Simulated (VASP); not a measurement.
All values below come from PBEsol GGA, VASP's PBE PAW potentials (set 64) (plane waves; VASP).

The input files of a VASP run:

### POSCAR
```
Zn4SSe3
1
    5.5548438444     0.0000000000     0.0000000000
   -0.0000000000     5.5548438444     0.0000000000
    0.0000000000     0.0000000000     5.5548438444
Zn Se S
4 3 1
Direct
  0.0070878882   0.9929121118   0.9929121118
  0.4929121118   0.5070878882   0.9929121118
  0.4929121118   0.9929121118   0.5070878882
  0.0070878882   0.5070878882   0.5070878882
  0.2500000000   0.2500000000   0.2500000000
  0.7500000000   0.7500000000   0.2500000000
  0.7500000000   0.2500000000   0.7500000000
  0.2500000000   0.7500000000   0.7500000000
```

**INCAR**
```
LWAVE = .FALSE.
ISIF = 3   # ions, shape and volume
LREAL = .FALSE.   # projection in real space or not
ALGO = Normal   # blocked Davidson
ENCUT = 400   # plane-wave cut-off (eV)
SYSTEM = Zn4SSe3
LASPH = .TRUE.
IBRION = 2   # conjugate gradients
EDIFF = 1E-6
PREC = Accurate
SIGMA = 0.05   # width (eV)
EDIFFG = -0.02
NELM = 100   # most electronic steps
LMAXMIX = 4   # l cut-off of mixed one-centre charges
LCHARG = .FALSE.
ISMEAR = 0   # Gaussian
NSW = 60   # most ionic steps
GGA = PS
```

### KPOINTS
```
Regular mesh
0
gamma
4 4 4
```

POTCAR, in this order: Zn Se S (PBE.64 set). Program: vasp_std.

Problem. What will the output report for the number of irreducible k-points (NKPTS), number of bands (NBANDS), largest plane-wave count, number of space-group operations, FFT grid (NGX, NGY, NGZ)?

Solution. 
| Quantity | Result |
|---|---|
| number of irreducible k-points (NKPTS) | 10 |
| number of bands (NBANDS) | 43 |
| largest plane-wave count | 3136 |
| number of space-group operations | 24 |
| FFT grid (NGX, NGY, NGZ) | 36 × 36 × 36 |

The structure was generated: Zn4SSe3 was put into an ordered model structure (P-43m), which need not be its known phase. This run relaxes it. Symmetry was kept, so distortions that lower it aren't found. The start is the result of an earlier pass.
